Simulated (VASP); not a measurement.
Here is the system:

```
RhSe
1.0
    3.58063     0.00000     0.00000
   -1.79032     3.10092     0.00000
    0.00000     0.00000     7.30381
Rh Se
2 2
Cartesian
  0.00000   2.06728   0.11043
  1.79032   1.03364   3.76233
  0.00000   2.06728   2.62850
  1.79032   1.03364   6.28040
```

The numbers are results of r2SCAN meta-GGA, VASP's PBE PAW potentials (set 64) (plane waves; VASP), not measurements. Settings: 400 eV cut-off, 11×11×5 Γ-centred mesh, tetrahedra with Blöchl corrections, potentials Rh_pv Se.

Q: Give the energies of bands 11 to 24 at the high-symmetry points, in eV from the Fermi level.

A: 
| band | Γ | M | K | A | L | H |
|---|---|---|---|---|---|---|
| 11 | -4.99 | -5.21 | -5.26 | -4.84 | -5.01 | -5.63 |
| 12 | -4.99 | -5.01 | -5.26 | -4.84 | -5.01 | -5.63 |
| 13 | -4.67 | -4.85 | -4.78 | -4.84 | -4.67 | -4.30 |
| 14 | -4.67 | -4.23 | -4.78 | -4.84 | -4.67 | -4.30 |
| 15 | -2.47 | -3.03 | -2.76 | -2.31 | -2.28 | -2.65 |
| 16 | -2.47 | -1.76 | -2.57 | -2.31 | -2.28 | -2.65 |
| 17 | -2.30 | -1.72 | -2.33 | -2.31 | -1.75 | -2.26 |
| 18 | -2.17 | -1.62 | -2.33 | -2.31 | -1.75 | -2.26 |
| 19 | -2.17 | -1.58 | -1.21 | -0.93 | -1.45 | -1.39 |
| 20 | 1.39 | -1.38 | -1.06 | -0.93 | -1.45 | -1.39 |
| 21 | 1.43 | -0.76 | -1.06 | 2.10 | -0.40 | -0.39 |
| 22 | 1.43 | -0.26 | 0.32 | 2.10 | -0.40 | -0.39 |
| 23 | 2.73 | -0.20 | 0.32 | 2.10 | 0.84 | 0.64 |
| 24 | 2.87 | 1.93 | 0.70 | 2.10 | 0.84 | 0.64 |

It has no gap at this level: it comes out as a metal or semimetal.

The structure was generated: RhSe was put into the wurtzite type (P6_3mc), which need not be its known phase. It was relaxed first, which changed the volume by -27 %.
